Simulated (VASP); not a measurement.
# WF (R3m) in VASP: settings compared, part 2 of 2

VASP 6.6.1. Earlier steps stand in the parts before.

### Step 5. Band structure, PW91

Contents of POSCAR:

```
WF
1.0
    1.3658900000      0.7886000000      5.0696000000
   -1.3658900000      0.7886000000      5.0696000000
    0.0000000000     -1.5771900000      5.0696000000
W F
1 1
Direct
    0.8141200000      0.8141200000      0.8141200000
    0.9371200000      0.9371200000      0.9371200000
```

Contents of INCAR.step1:

```
SYSTEM = WF
  PREC = Accurate
  ENCUT = 520
  EDIFF = 1E-6
  ISMEAR = -1
  SIGMA = 0.05
  LREAL = .FALSE.
  LASPH = .TRUE.
  NELM = 60
  ALGO = Normal
  ISIF = 2
  LWAVE = .FALSE.
  LCHARG = .TRUE.
  LMAXMIX = 4
  GGA = 91
  NBANDS = 18
```

Contents of KPOINTS.step1:

```
Automatic mesh
0
G
  11 11 11
  0 0 0
```

Contents of INCAR.step2:

```
SYSTEM = WF
  PREC = Accurate
  ENCUT = 520
  EDIFF = 1E-6
  ISMEAR = 0
  SIGMA = 0.05
  LREAL = .FALSE.
  LASPH = .TRUE.
  NELM = 60
  ALGO = Normal
  ISIF = 2
  LWAVE = .FALSE.
  LCHARG = .FALSE.
  LMAXMIX = 4
  GGA = 91
  NBANDS = 18
  ICHARG = 11
```

Contents of KPOINTS.step2:

```
path GLB1,BZGX,QFP1Z,LP
15
line-mode
reciprocal
 0.0000000000  0.0000000000  0.0000000000  G
 0.5000000000  0.0000000000  0.0000000000  L

 0.5000000000  0.0000000000  0.0000000000  L
 0.5000000000  0.1827980402 -0.1827980402  B1

 0.8172019598  0.5000000000  0.1827980402  B
 0.5000000000  0.5000000000  0.5000000000  Z

 0.5000000000  0.5000000000  0.5000000000  Z
 0.0000000000  0.0000000000  0.0000000000  G

 0.0000000000  0.0000000000  0.0000000000  G
 0.3413990201  0.0000000000 -0.3413990201  X

 0.6586009799  0.3413990201  0.0000000000  Q
 0.5000000000  0.5000000000  0.0000000000  F

 0.5000000000  0.5000000000  0.0000000000  F
 0.6586009799  0.6586009799  0.1827980402  P1

 0.6586009799  0.6586009799  0.1827980402  P1
 0.5000000000  0.5000000000  0.5000000000  Z

 0.5000000000  0.0000000000  0.0000000000  L
 0.8172019598  0.3413990201  0.3413990201  P
```

Potentials or basis: VASP PAW PBE potentials, release 64 (W_sv, F).

Launch:

```bash
$ cat potpaw_PBE.64/W_sv/POTCAR potpaw_PBE.64/F/POTCAR > POTCAR
$ cp INCAR.step1 INCAR
$ cp KPOINTS.step1 KPOINTS
$ mpirun -np 1 vasp_std > vasp.out
$ cp INCAR.step2 INCAR
$ cp KPOINTS.step2 KPOINTS
$ mpirun -np 1 vasp_std > vasp.out
```

OUTCAR:

```text
SYSTEM = WF
   PREC = Accurate
   ENCUT = 520
   EDIFF = 1E-6
   ISMEAR = 0
   LREAL = .FALSE.
   LASPH = .TRUE.
   NELM = 60
   ISIF = 2
   GGA = 91
   ICHARG = 11

 ion  position               nearest neighbor table
   1  0.814  0.814  0.814-   2 1.87
   2  0.937  0.937  0.937-   1 1.87

  LATTYP: Found a trigonal (rhomboedric) cell.
 ALAT       =     5.3092739251
 COS(alpha) =     0.8676295086

  Lattice vectors:

 A1 = (   1.3658900000,   0.7886000000,   5.0696000000)
 A2 = (  -1.3658900000,   0.7886000000,   5.0696000000)
 A3 = (   0.0000000000,  -1.5771900000,   5.0696000000)

Analysis of symmetry for initial positions (statically):
=====================================================================
 Subroutine PRICEL returns:
 Original cell was already a primitive cell.

 Routine SETGRP: Setting up the symmetry group for a
 trigonal (rhombohedral) supercell.

 Subroutine GETGRP returns: Found  6 space group operations
 (whereof  6 operations were pure point group operations)
 out of a pool of 12 trial point group operations.

The static configuration has the point symmetry C_3v.
[... 151 lines left out ...]
  free energy    TOTEN  =       -16.16883060 eV

  energy without entropy =      -16.16652832  energy(sigma->0) =      -16.16767946

 E-fermi :   4.5504     XC(G=0): -10.7084

 val. band max:        4.5466086413   @ k =   0.6473   0.3527   0.0000
 cond. band min:       4.5590619113   @ k =   0.5227   0.5227   0.4547
 fundamental gap:      0.0124532699
 Fermi energy:         4.5504201483

 k-point     1 :       0.0000    0.0000    0.0000
  band No.  band energies     occupation
      1     -69.1796      2.00000
      2     -34.1180      2.00000
      3     -32.7936      2.00000
      4     -32.7935      2.00000
      5     -19.5430      2.00000
      6      -2.0470      2.00000
[... 481 lines left out ...]
      5     -19.0173      2.00000
      6      -1.8634      2.00000
[... 10 lines left out ...]
     17      18.2322      0.00000
     18      19.6755      0.00000

 [... further k-points ...]

------------------------ aborting loop because EDIFF is reached ----------------------------------------

  FORCE on cell =-STRESS in cart. coord.  units (eV):
  Direction    XX          YY          ZZ          XY          YZ          ZX
  --------------------------------------------------------------------------------------
  -------------------------------------------------------------------------------------
  Total        0.7647801      0.7647795      4.3751487      0.0000000      0.0000029      0.0000000
  in kB       37.3982724     37.3982447    213.9477855      0.0000000      0.0001407      0.0000000
  external PRESSURE =      96.2481009 kB  Pullay stress =       0.0000000 kB

 VOLUME and BASIS-vectors are now :
 -----------------------------------------------------------------------------
  energy-cutoff  :      520.00
  volume of cell :       32.76
      direct lattice vectors                 reciprocal lattice vectors
     1.365890000  0.788600000  5.069600000     0.366061689  0.211345893  0.065751268
    -1.365890000  0.788600000  5.069600000    -0.366061689  0.211345893  0.065751268
     0.000000000 -1.577190000  5.069600000     0.000000000 -0.422691786  0.065751685

 POSITION                                       TOTAL-FORCE (eV/Angst)
 -----------------------------------------------------------------------------------
      0.00000      0.00001     12.38179         0.000000     -0.000000     -0.283641
      0.00000      0.00001     14.25247         0.000000      0.000000      0.283641
 -----------------------------------------------------------------------------------
    total drift:                                0.000000      0.000016      0.100066

  FREE ENERGIE OF THE ION-ELECTRON SYSTEM (eV)
  ---------------------------------------------------
  free  energy   TOTEN  =       -16.1688305981 eV

  energy  without entropy=      -16.1665283165  energy(sigma->0) =      -16.16767946
```

OUTCAR.step1:

```text
SYSTEM = WF
   PREC = Accurate
   ENCUT = 520
   EDIFF = 1E-6
   ISMEAR = -1
   LREAL = .FALSE.
[... 727 lines left out ...]
      0.00000      0.00001     12.38179         0.000000     -0.000000     -0.468903
      0.00000      0.00001     14.25247         0.000000      0.000000      0.468903
 -----------------------------------------------------------------------------------
    total drift:                                0.000000      0.000016      0.000099

  FREE ENERGIE OF THE ION-ELECTRON SYSTEM (eV)
  ---------------------------------------------------
  free  energy   TOTEN  =       -15.8435590137 eV

  energy  without entropy=      -15.8332119816  energy(sigma->0) =      -15.83838550
```

OSZICAR.step1:

```text
N       E                     dE             d eps       ncg     rms          rms(c)
DAV:   1     0.192667018820E+03    0.19267E+03   -0.12669E+04  5280   0.122E+03
DAV:   2    -0.106224831075E+02   -0.20329E+03   -0.19802E+03  5984   0.374E+02
DAV:   3    -0.172225341456E+02   -0.66001E+01   -0.65632E+01  5938   0.688E+01
DAV:   4    -0.172764749970E+02   -0.53941E-01   -0.53933E-01  6020   0.669E+00
DAV:   5    -0.172771737381E+02   -0.69874E-03   -0.69873E-03  5760   0.702E-01    0.222E+01
DAV:   6    -0.160339723030E+02    0.12432E+01   -0.32259E+00  6026   0.186E+01    0.903E+00
DAV:   7    -0.158912768477E+02    0.14270E+00   -0.66685E-01  5856   0.678E+00    0.435E+00
DAV:   8    -0.158436241705E+02    0.47653E-01   -0.12670E-01  6090   0.372E+00    0.499E-01
DAV:   9    -0.158433268147E+02    0.29736E-03   -0.90487E-03  5604   0.942E-01    0.210E-01
DAV:  10    -0.158435072998E+02   -0.18049E-03   -0.47041E-04  5740   0.187E-01    0.383E-02
DAV:  11    -0.158435537094E+02   -0.46410E-04   -0.11462E-04  6076   0.918E-02    0.285E-02
DAV:  12    -0.158435611513E+02   -0.74418E-05   -0.25524E-05  5616   0.449E-02    0.169E-02
DAV:  13    -0.158435588794E+02    0.22719E-05   -0.47167E-06  6246   0.216E-02    0.345E-03
DAV:  14    -0.158435590137E+02   -0.13427E-06   -0.70955E-07  4114   0.650E-03
   1 F= -.15843559E+02 E0= -.15838385E+02  d E =-.103470E-01
```

Run time: 2.3 min. Hardware: 1 thread of Intel Xeon 6975P-C (Granite Rapids), shared host; peak memory 0.29 GiB.

Results:

| Property | Result |
| --- | --- |
| Band gap along the path | none (metal or under the smearing width) |

Levels at the corners of the path, in eV from the Fermi level:
```tsv
point	band 6	band 7	band 8	band 9	band 10	band 11	band 12	band 13	band 14	band 15
Γ	-6.61	-6.55	-4.04	-4.04	-0.28	-0.19	-0.19	3.65	3.65	6.05
L	-6.78	-6.16	-4.62	-4.55	-1.62	2.58	3.29	4.04	6.02	9.65
L	-6.78	-6.16	-4.62	-4.55	-1.62	2.58	3.29	4.04	6.02	9.65
B1	-6.20	-6.07	-5.80	-1.28	-0.86	-0.06	0.06	4.01	8.39	10.51
B	-6.20	-6.07	-5.80	-1.28	-0.86	-0.06	0.06	4.01	8.39	10.51
Z	-7.40	-6.27	-4.03	-4.03	-0.19	-0.19	0.96	3.61	3.61	5.55
Z	-7.40	-6.27	-4.03	-4.03	-0.19	-0.19	0.96	3.61	3.61	5.55
Γ	-6.61	-6.55	-4.04	-4.04	-0.28	-0.19	-0.19	3.65	3.65	6.05
Γ	-6.61	-6.55	-4.04	-4.04	-0.28	-0.19	-0.19	3.65	3.65	6.05
X	-6.16	-6.06	-5.86	-1.18	-0.90	-0.03	-0.02	3.98	8.34	10.76
Q	-6.16	-6.06	-5.86	-1.18	-0.90	-0.03	-0.02	3.98	8.34	10.76
F	-6.85	-6.29	-4.62	-4.52	-1.37	2.47	3.52	4.15	6.02	9.22
F	-6.85	-6.29	-4.62	-4.52	-1.37	2.47	3.52	4.15	6.02	9.22
P1	-6.83	-6.26	-4.61	-4.52	-1.43	2.50	3.58	3.90	5.95	9.39
P1	-6.83	-6.26	-4.61	-4.52	-1.43	2.50	3.58	3.90	5.95	9.39
Z	-7.40	-6.27	-4.03	-4.03	-0.19	-0.19	0.96	3.61	3.61	5.55
L	-6.78	-6.16	-4.62	-4.55	-1.62	2.58	3.29	4.04	6.02	9.65
P	-6.83	-6.26	-4.61	-4.52	-1.43	2.50	3.58	3.90	5.95	9.39
```

Caveat: the log is that of the step along the path at fixed density, whose energy, stress, charges and moments have no meaning; the PAW data sets were made with another functional, which shifts forces and pressure a little; spin-orbit coupling is left out, which moves the levels of the heavy elements; an odd number of electrons without spin polarisation forces a metal; a magnetic or distorted state may lie lower.

### Step 6. Band structure, r2SCAN

Contents of INCAR:

```
SYSTEM = WF
  PREC = Accurate
  ENCUT = 520
  EDIFF = 1E-6
  ISMEAR = -1
  SIGMA = 0.05
  LREAL = .FALSE.
  LASPH = .TRUE.
  NELM = 60
  ALGO = Normal
  ISIF = 2
  LWAVE = .FALSE.
  LCHARG = .FALSE.
  LMAXMIX = 4
  METAGGA = R2SCAN
  LMIXTAU = .TRUE.
  NBANDS = 18
```

Contents of KPOINTS:

```
Automatic mesh
0
G
  11 11 11
  0 0 0
```

POSCAR is that of step 5.

Contents of KPOINTS_OPT:

```
path GLB1,BZGX,QFP1Z,LP
15
line-mode
reciprocal
 0.0000000000  0.0000000000  0.0000000000  G
 0.5000000000  0.0000000000  0.0000000000  L

 0.5000000000  0.0000000000  0.0000000000  L
 0.5000000000  0.1827980402 -0.1827980402  B1

 0.8172019598  0.5000000000  0.1827980402  B
 0.5000000000  0.5000000000  0.5000000000  Z

 0.5000000000  0.5000000000  0.5000000000  Z
 0.0000000000  0.0000000000  0.0000000000  G

 0.0000000000  0.0000000000  0.0000000000  G
 0.3413990201  0.0000000000 -0.3413990201  X

 0.6586009799  0.3413990201  0.0000000000  Q
 0.5000000000  0.5000000000  0.0000000000  F

 0.5000000000  0.5000000000  0.0000000000  F
 0.6586009799  0.6586009799  0.1827980402  P1

 0.6586009799  0.6586009799  0.1827980402  P1
 0.5000000000  0.5000000000  0.5000000000  Z

 0.5000000000  0.0000000000  0.0000000000  L
 0.8172019598  0.3413990201  0.3413990201  P
```

Potentials or basis: VASP PAW PBE potentials, release 64 (W_sv, F).

Launch:

```bash
$ cat potpaw_PBE.64/W_sv/POTCAR potpaw_PBE.64/F/POTCAR > POTCAR
$ mpirun -np 1 vasp_std > vasp.out
```

OUTCAR:

```text
SYSTEM = WF
   PREC = Accurate
   ENCUT = 520
   EDIFF = 1E-6
   ISMEAR = -1
   LREAL = .FALSE.
   LASPH = .TRUE.
   NELM = 60
   ISIF = 2
   METAGGA = R2SCAN

 ion  position               nearest neighbor table
   1  0.814  0.814  0.814-   2 1.87
   2  0.937  0.937  0.937-   1 1.87

  LATTYP: Found a trigonal (rhomboedric) cell.
 ALAT       =     5.3092739251
 COS(alpha) =     0.8676295086

  Lattice vectors:

 A1 = (   1.3658900000,   0.7886000000,   5.0696000000)
[... 688 lines left out ...]
 [... further k-points ...]

------------------------ aborting loop because EDIFF is reached ----------------------------------------

  FORCE on cell =-STRESS in cart. coord.  units (eV):
  Direction    XX          YY          ZZ          XY          YZ          ZX
  --------------------------------------------------------------------------------------
  -------------------------------------------------------------------------------------
  Total       -0.5130159     -0.5130155     -0.1992466      0.0000000     -0.0000001      0.0000000
  in kB      -25.0868297    -25.0868111     -9.7432982      0.0000000     -0.0000064      0.0000000
  external PRESSURE =     -19.9723130 kB  Pullay stress =       0.0000000 kB

 VOLUME and BASIS-vectors are now :
 -----------------------------------------------------------------------------
  energy-cutoff  :      520.00
  volume of cell :       32.76
      direct lattice vectors                 reciprocal lattice vectors
     1.365890000  0.788600000  5.069600000     0.366061689  0.211345893  0.065751268
    -1.365890000  0.788600000  5.069600000    -0.366061689  0.211345893  0.065751268
     0.000000000 -1.577190000  5.069600000     0.000000000 -0.422691786  0.065751685

 POSITION                                       TOTAL-FORCE (eV/Angst)
 -----------------------------------------------------------------------------------
      0.00000      0.00001     12.38179         0.000000     -0.000000     -0.146345
      0.00000      0.00001     14.25247         0.000000      0.000000      0.146345
 -----------------------------------------------------------------------------------
    total drift:                               -0.000000      0.000017      0.002330

  FREE ENERGIE OF THE ION-ELECTRON SYSTEM (eV)
  ---------------------------------------------------
  free  energy   TOTEN  =       -55.6462869930 eV

  energy  without entropy=      -55.6354782286  energy(sigma->0) =      -55.64088261
```

OSZICAR:

```text
N       E                     dE             d eps       ncg     rms          rms(c)
DAV:   1     0.152339793653E+03    0.15234E+03   -0.12909E+04  5272   0.124E+03
DAV:   2    -0.563880661297E+02   -0.20873E+03   -0.20331E+03  5994   0.383E+02
DAV:   3    -0.631497136162E+02   -0.67616E+01   -0.67245E+01  5892   0.705E+01
[... 18 lines left out ...]
       N       E                     dE             ncg
DAV:   1    -0.243384036045E+05   -0.11551E+06     4876
DAV:   2    -0.524169759529E+05   -0.28079E+05     5584
DAV:   3    -0.533042899200E+05   -0.88731E+03     5484
DAV:   4    -0.533119724636E+05   -0.76825E+01     5488
DAV:   5    -0.533120841274E+05   -0.11166E+00     5268
DAV:   6    -0.533120874631E+05   -0.33357E-02     5558
DAV:   7    -0.533120875903E+05   -0.12722E-03     5302
DAV:   8    -0.533120875947E+05   -0.43833E-05     3326
DAV:   9    -0.533120875955E+05   -0.81412E-06     2950
```

Wall time 11 min (1 thread of Intel Xeon 6975P-C (Granite Rapids), shared host); peak memory 0.33 GiB.

What came out:

```
Free energy             : -55.6463 eV
Pressure                : -2.0 GPa
Largest force           : 0.146 eV/Å
Band gap along the path : none (metal or under the smearing width)
```

Forces in eV/Å, atoms in the order of the input:
```
W    0.000  0.000 -0.146
F    0.000  0.000  0.146
```

Stress tensor (GPa, compression positive):
```
-2.51  0.00  0.00
 0.00 -2.51  0.00
 0.00  0.00 -0.97
```

Levels at the corners of the path, in eV from the Fermi level:
| point | band 6 | band 7 | band 8 | band 9 | band 10 | band 11 | band 12 | band 13 | band 14 | band 15 |
| --- | --- | --- | --- | --- | --- | --- | --- | --- | --- | --- |
| Γ | -7.05 | -6.87 | -4.35 | -4.35 | -0.21 | -0.21 | -0.18 | 3.86 | 3.86 | 6.47 |
| L | -7.09 | -6.47 | -4.91 | -4.86 | -1.69 | 2.75 | 3.54 | 4.09 | 6.22 | 9.99 |
| L | -7.09 | -6.47 | -4.91 | -4.86 | -1.69 | 2.75 | 3.54 | 4.09 | 6.22 | 9.99 |
| B1 | -6.51 | -6.38 | -6.11 | -1.47 | -1.02 | -0.05 | 0.11 | 4.31 | 8.82 | 10.94 |
| B | -6.51 | -6.38 | -6.11 | -1.47 | -1.02 | -0.05 | 0.11 | 4.31 | 8.82 | 10.94 |
| Z | -7.73 | -6.69 | -4.34 | -4.34 | -0.21 | -0.21 | 1.03 | 3.83 | 3.83 | 6.02 |
| Z | -7.73 | -6.69 | -4.34 | -4.34 | -0.21 | -0.21 | 1.03 | 3.83 | 3.83 | 6.02 |
| Γ | -7.05 | -6.87 | -4.35 | -4.35 | -0.21 | -0.21 | -0.18 | 3.86 | 3.86 | 6.47 |
| Γ | -7.05 | -6.87 | -4.35 | -4.35 | -0.21 | -0.21 | -0.18 | 3.86 | 3.86 | 6.47 |
| X | -6.47 | -6.36 | -6.17 | -1.35 | -1.07 | 0.00 | 0.01 | 4.28 | 8.78 | 11.19 |
| Q | -6.47 | -6.36 | -6.17 | -1.35 | -1.07 | 0.00 | 0.01 | 4.28 | 8.78 | 11.19 |
| F | -7.16 | -6.59 | -4.91 | -4.83 | -1.44 | 2.65 | 3.59 | 4.38 | 6.22 | 9.56 |
| F | -7.16 | -6.59 | -4.91 | -4.83 | -1.44 | 2.65 | 3.59 | 4.38 | 6.22 | 9.56 |
| P1 | -7.14 | -6.57 | -4.90 | -4.84 | -1.49 | 2.68 | 3.60 | 4.17 | 6.15 | 9.75 |
| P1 | -7.14 | -6.57 | -4.90 | -4.84 | -1.49 | 2.68 | 3.60 | 4.17 | 6.15 | 9.75 |
| Z | -7.73 | -6.69 | -4.34 | -4.34 | -0.21 | -0.21 | 1.03 | 3.83 | 3.83 | 6.02 |
| L | -7.09 | -6.47 | -4.91 | -4.86 | -1.69 | 2.75 | 3.54 | 4.09 | 6.22 | 9.99 |
| P | -7.14 | -6.57 | -4.90 | -4.84 | -1.49 | 2.68 | 3.60 | 4.17 | 6.15 | 9.75 |

Caveat: the PAW data sets were made with another functional, which shifts forces and pressure a little; spin-orbit coupling is left out, which moves the levels of the heavy elements; an odd number of electrons without spin polarisation forces a metal; a magnetic or distorted state may lie lower.

### Step 7. The reference run

An earlier run on the cell as given: functional PBE; potentials or basis VASP PAW PBE potentials, release 64 (W_sv, F); cutoff 520 eV; k mesh 11 × 11 × 11; occupations fermi-dirac, width 0.05 eV; no spin polarisation.

* Pressure: 1.7 GPa
* Largest force: 0.401 eV/Å
* Band gap on the k mesh: none (metal or under the smearing width)

### Step 8. The runs side by side

```tsv
task	level	pressure (GPa)	largest force (eV/Å)
band structure	revPBE	-	-
band structure	BLYP	-	-
band structure	AM05	-	-
band structure	PW91	-	-
band structure	r2SCAN	-2.0	0.15
single point	PBE	1.7	0.40
```

Alike in all rows: potentials or basis VASP PAW PBE potentials, release 64 (W_sv, F); no spin polarisation; cell as given; k mesh 11 × 11 × 11; cutoff (eV) 520; smearing fermi-dirac 0.05 eV.

Caveats: an odd number of electrons without spin polarisation forces a metal; a magnetic or distorted state may lie lower; the PAW data sets were made with another functional, which shifts forces and pressure a little (some runs); spin-orbit coupling is left out, which moves the levels of the heavy elements (some runs).

Total energies depend on the potentials used, so only differences within one code and one set of settings carry meaning.
